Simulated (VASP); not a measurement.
An input for Ansatz (written as the equivalent of a VASP run, and not itself run):

Ansatz 0.2 input:
```yaml
crystal:
  lattice:
    - [3.8905674, 0.0000000, 0.0000000]
    - [0.0000000, 3.8905674, 0.0000000]
    - [0.0000000, 0.0000000, 3.8905674]
  atoms:
    - { symbol: Tl, position: [0.0000000, 0.0000000, 0.0000000] }
    - { symbol: Cl, position: [0.5000000, 0.5000000, 0.5000000] }
kpoints:
  mp_grid: { grid: [6, 6, 6] }
hamiltonian:
  xc: pbe
  pseudopotentials: { kind: paw }
scf:
  occupations: { method: gaussian, width: 0.05 }
  max_iter: 100
relax:
  max_steps: 60
  f_tol: 0.01
  cell: {}
output: { forces: true, stress: true, eigenvalues: true }
```

Question: Translate this input to VASP (INCAR, KPOINTS, POSCAR, choice of POTCAR).

Answer: One answer among several that fit: 
**POSCAR**
```
TlCl
1
    3.8905674438     0.0000000000    -0.0000000000
   -0.0000000000     3.8905674438     0.0000000000
   -0.0000000000    -0.0000000000     3.8905674438
Tl Cl
1 1
Direct
  0.0000000000   0.0000000000   0.0000000000
  0.5000000000   0.5000000000   0.5000000000
```

**INCAR**
```
SYSTEM = TlCl
PREC = Accurate
ENCUT = 400
EDIFF = 1E-6
NELM = 100
ALGO = Normal
LREAL = .FALSE.
LASPH = .TRUE.
ISMEAR = 0
SIGMA = 0.05
GGA = PE
LMAXMIX = 4
LWAVE = .FALSE.
LCHARG = .FALSE.
IBRION = 2
ISIF = 3
NSW = 60
EDIFFG = -0.01
```

**KPOINTS**
```
K-points
0
gamma
 6 6 6
```

POTCAR, in this order: Tl_d Cl (PBE.64 set). Program: vasp_std.

The two are equivalent in intent, not identical: each code has its own PAW files, so the cut-off isn't converted (ENCUT is set for VASP's; basis.ecutwfc is left out, and Ansatz then takes the one that its files recommend); Ansatz stops its SCF on the density residual and VASP on the energy change (EDIFF).

The compound is TlCl in the CsCl type structure. This run relaxes it. Symmetry was kept, so distortions that lower it aren't found. The start is the result of an earlier pass.
